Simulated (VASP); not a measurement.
Calculation: PBE GGA with D3 dispersion (Becke-Johnson damping), VASP's PBE PAW potentials (set 64) (plane waves; VASP 6.6.1).

VASP ran on this input.

KPOINTS:
```
Automatic mesh
0
Gamma
5 5 5
0 0 0
```

### POSCAR
```
BaZrO3
1
    4.2950705105     0.0000000000     0.0000000000
    0.0000000000     4.2950705105     0.0000000000
    0.0000000000     0.0000000000     4.2950705105
Ba Zr O
1 1 3
Direct
  0.0000000000   0.0000000000   0.0000000000
  0.5000000000   0.5000000000   0.5000000000
  0.5000000000   0.0000000000   0.5000000000
  0.0000000000   0.5000000000   0.5000000000
  0.5000000000   0.5000000000   0.0000000000
```

INCAR:
```
SYSTEM = BaZrO3
PREC = Accurate
ENCUT = 520
EDIFF = 1E-7
NELM = 100
ALGO = Normal
LREAL = .FALSE.
LASPH = .TRUE.
ISMEAR = 0
SIGMA = 0.05
GGA = PE
IVDW = 12
LMAXMIX = 4
LWAVE = .FALSE.
LCHARG = .FALSE.
ISIF = 2
```

POTCAR, in this order: Ba_sv Zr_sv O (PBE.64 set). Program: vasp_std.

Output of the run:

**OSZICAR**
```
       N       E                     dE             d eps       ncg     rms          rms(c)
DAV:   1     0.336475685509E+03    0.33648E+03   -0.22211E+04   480   0.162E+03
DAV:   2    -0.274991516807E+02   -0.36397E+03   -0.35278E+03   624   0.391E+02
DAV:   3    -0.489437519060E+02   -0.21445E+02   -0.21429E+02   768   0.963E+01
DAV:   4    -0.494635355041E+02   -0.51978E+00   -0.51966E+00   672   0.119E+01
DAV:   5    -0.494772540854E+02   -0.13719E-01   -0.13718E-01   680   0.134E+00    0.263E+01
DAV:   6    -0.417753659940E+02    0.77019E+01   -0.50411E+01   592   0.435E+01    0.117E+01
DAV:   7    -0.416924916861E+02    0.82874E-01   -0.40048E+00   712   0.112E+01    0.675E+00
DAV:   8    -0.416658691543E+02    0.26623E-01   -0.40940E-01   640   0.509E+00    0.677E-01
DAV:   9    -0.416662403848E+02   -0.37123E-03   -0.59610E-02   728   0.144E+00    0.521E-01
DAV:  10    -0.416685716961E+02   -0.23313E-02   -0.19761E-02   656   0.122E+00    0.300E-01
DAV:  11    -0.416679831573E+02    0.58854E-03   -0.32209E-03   648   0.488E-01    0.407E-02
DAV:  12    -0.416680505374E+02   -0.67380E-04   -0.20906E-04   600   0.111E-01    0.306E-02
DAV:  13    -0.416680495274E+02    0.10100E-05   -0.36894E-05   736   0.411E-02    0.572E-03
DAV:  14    -0.416680505422E+02   -0.10148E-05   -0.39090E-06   616   0.159E-02    0.210E-03
DAV:  15    -0.416680504312E+02    0.11102E-06   -0.41757E-07   672   0.436E-03    0.691E-04
DAV:  16    -0.416680504223E+02    0.88212E-08   -0.42714E-08   384   0.164E-03
   1 F= -.42808958E+02 E0= -.42808958E+02  d E =-.200621E-13
```

File OUTCAR:
```
------------------------ aborting loop because EDIFF is reached ----------------------------------------
 Edisp (eV)   -1.14091
  FORCE on cell =-STRESS in cart. coord.  units (eV):
  Direction    XX          YY          ZZ          XY          YZ          ZX
  --------------------------------------------------------------------------------------
  Total      -3.95210    -3.95210    -3.95210    -0.00000    -0.00000    -0.00000
  in kB     -79.91487   -79.91487   -79.91487    -0.00000    -0.00000    -0.00000
  external pressure =      -79.91 kB  Pullay stress =        0.00 kB
  volume of cell :       79.23
      direct lattice vectors                 reciprocal lattice vectors
     4.295070511  0.000000000  0.000000000     0.232825049  0.000000000  0.000000000
     0.000000000  4.295070511  0.000000000     0.000000000  0.232825049  0.000000000
     0.000000000  0.000000000  4.295070511     0.000000000  0.000000000  0.232825049
 POSITION                                       TOTAL-FORCE (eV/Angst)
 -----------------------------------------------------------------------------------
      0.00000      0.00000      0.00000         0.000000      0.000000      0.000000
      2.14754      2.14754      2.14754         0.000000      0.000000      0.000000
      2.14754      0.00000      2.14754         0.000000      0.000000      0.000000
      0.00000      2.14754      2.14754         0.000000      0.000000      0.000000
      2.14754      2.14754      0.00000         0.000000      0.000000      0.000000
 -----------------------------------------------------------------------------------
    total drift:                                0.000000     -0.000000     -0.000000
  FREE ENERGIE OF THE ION-ELECTRON SYSTEM (eV)
  ---------------------------------------------------
  free  energy   TOTEN  =       -42.8089579122 eV

  energy  without entropy=      -42.8089579122  energy(sigma->0) =      -42.80895791
```
(Selected blocks of OUTCAR.)

The compound is BaZrO3 in the cubic perovskite structure. This cell is one point of a volume scan, at 1.06 of the reference volume.
